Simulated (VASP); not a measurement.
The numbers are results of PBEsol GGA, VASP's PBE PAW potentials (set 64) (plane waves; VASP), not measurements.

Input for VASP

### KPOINTS
```
Automatic mesh
0
Gamma
12 12 10
0 0 0
```

**INCAR**
```
! general
SYSTEM =TiB2
PREC   =Accurate
ENCUT  =520
LREAL  =.FALSE.
LASPH  =.TRUE.

! electronic loop
EDIFF  =1E-7
NELM   =100
ALGO   =Normal
LMAXMIX=4

! smearing
ISMEAR =1
SIGMA  =0.1

! functional
GGA    =PS

! ions
IBRION =2
NSW    =30
ISIF   =4
EDIFFG =-0.01

! output
LWAVE  =.FALSE.
LCHARG =.FALSE.
```

### POSCAR
```
TiB2
1
    1.4937786125    -2.5873004783     0.0000000000
    1.4937786125     2.5873004783     0.0000000000
    0.0000000000     0.0000000000     3.1542871531
Ti B
1 2
Direct
  1.0000000000   0.0000000000   0.0000000000
  0.3333330000   0.6666670000   0.5000000000
  0.6666670000   0.3333330000   0.5000000000
```

POTCAR, in this order: Ti_sv B (PBE.64 set). Program: vasp_std.

What VASP printed:

**OSZICAR**
```
       N       E                     dE             d eps       ncg     rms          rms(c)
DAV:   1     0.127070103812E+03    0.12707E+03   -0.93470E+03  2964   0.161E+03
DAV:   2    -0.210736929168E+02   -0.14814E+03   -0.14409E+03  3049   0.394E+02
DAV:   3    -0.305242963470E+02   -0.94506E+01   -0.92716E+01  4294   0.946E+01
DAV:   4    -0.308628044421E+02   -0.33851E+00   -0.33827E+00  3820   0.163E+01
DAV:   5    -0.308711498808E+02   -0.83454E-02   -0.83449E-02  4354   0.227E+00    0.184E+01
DAV:   6    -0.257196542150E+02    0.51515E+01   -0.24638E+01  3895   0.612E+01    0.421E+00
DAV:   7    -0.257663538230E+02   -0.46700E-01   -0.14308E+00  3240   0.141E+01    0.370E+00
DAV:   8    -0.257779139193E+02   -0.11560E-01   -0.15168E-01  4429   0.346E+00    0.673E-01
DAV:   9    -0.257714467295E+02    0.64672E-02   -0.52381E-02  4035   0.301E+00    0.236E-01
DAV:  10    -0.257710166436E+02    0.43009E-03   -0.49060E-03  3745   0.102E+00    0.106E-01
DAV:  11    -0.257709583611E+02    0.58282E-04   -0.18121E-04  3907   0.172E-01    0.574E-02
DAV:  12    -0.257709410570E+02    0.17304E-04   -0.13732E-04  3783   0.157E-01    0.107E-02
DAV:  13    -0.257709391682E+02    0.18888E-05   -0.11962E-05  3623   0.485E-02    0.293E-03
DAV:  14    -0.257709393457E+02   -0.17750E-06   -0.23874E-07  2906   0.629E-03    0.416E-04
DAV:  15    -0.257709393601E+02   -0.14403E-07   -0.27370E-08  1642   0.186E-03
   1 F= -.25770939E+02 E0= -.25770699E+02  d E =-.257709E+02
       N       E                     dE             d eps       ncg     rms          rms(c)
DAV:   1    -0.257725277184E+02   -0.15884E-02   -0.62316E-02  3219   0.407E+00    0.249E-01
DAV:   2    -0.257717896297E+02    0.73809E-03   -0.33929E-03  3101   0.631E-01    0.144E-01
DAV:   3    -0.257714624777E+02    0.32715E-03   -0.37221E-04  3436   0.263E-01    0.427E-02
DAV:   4    -0.257714291075E+02    0.33370E-04   -0.69221E-05  3559   0.103E-01    0.618E-03
DAV:   5    -0.257714277875E+02    0.13201E-05   -0.56034E-06  3143   0.301E-02    0.266E-03
DAV:   6    -0.257714276612E+02    0.12632E-06   -0.22701E-07  2528   0.633E-03    0.108E-03
DAV:   7    -0.257714276537E+02    0.74565E-08   -0.32336E-08  1757   0.272E-03
   2 F= -.25771428E+02 E0= -.25771235E+02  d E =-.488294E-03
```

File OUTCAR:
```
------------------------ aborting loop because EDIFF is reached ----------------------------------------
  FORCE on cell =-STRESS in cart. coord.  units (eV):
  Direction    XX          YY          ZZ          XY          YZ          ZX
  --------------------------------------------------------------------------------------
  Total        1.3046201      1.3046201      1.3087912     -0.0000000      0.0000000     -0.0000000
  in kB       85.7295069     85.7295087     86.0035975     -0.0000000      0.0000000     -0.0000000
  external PRESSURE =      85.8208710 kB  Pullay stress =       0.0000000 kB
  volume of cell :       24.38
      direct lattice vectors                 reciprocal lattice vectors
     1.496217407 -2.591524596  0.000000000     0.334176035 -0.192936621  0.000000000
     1.496217407  2.591524596  0.000000000     0.334176035  0.192936621  0.000000000
    -0.000000000 -0.000000000  3.144012723    -0.000000000  0.000000000  0.318064871
 POSITION                                       TOTAL-FORCE (eV/Angst)
 -----------------------------------------------------------------------------------
     -0.00000     -0.00000      3.14401         0.000000     -0.000000      0.000000
      1.49622      0.86384      1.57201        -0.000000     -0.000000     -0.000000
      1.49622     -0.86384      1.57201         0.000000      0.000000      0.000000
 -----------------------------------------------------------------------------------
    total drift:                               -0.000000      0.000000      0.000000
  FREE ENERGIE OF THE ION-ELECTRON SYSTEM (eV)
  ---------------------------------------------------
  free  energy   TOTEN  =       -25.7714276537 eV

  energy  without entropy=      -25.7708508504  energy(sigma->0) =      -25.77123539

 reached required accuracy - stopping structural energy minimisation
```
(Selected blocks of OUTCAR.)

File CONTCAR:
```
TiB2
   1.00000000000000
     1.4962174072848440   -2.5915245960288695    0.0000000000000000
     1.4962174072848440    2.5915245960288695    0.0000000000000000
    -0.0000000000000000   -0.0000000000000000    3.1440127227881218
  Ti              B
     1     2
Direct
     0.0000000000000000    0.0000000000000000    1.0000000000000000
     0.3333330000000032    0.6666669999999968    0.5000000000000000
     0.6666669999999968    0.3333330000000032    0.5000000000000000
```

The compound is TiB2 in the AlB2 type structure. This cell is one point of a volume scan, at 0.97 of the reference volume. Symmetry was kept, so distortions that lower it aren't found.
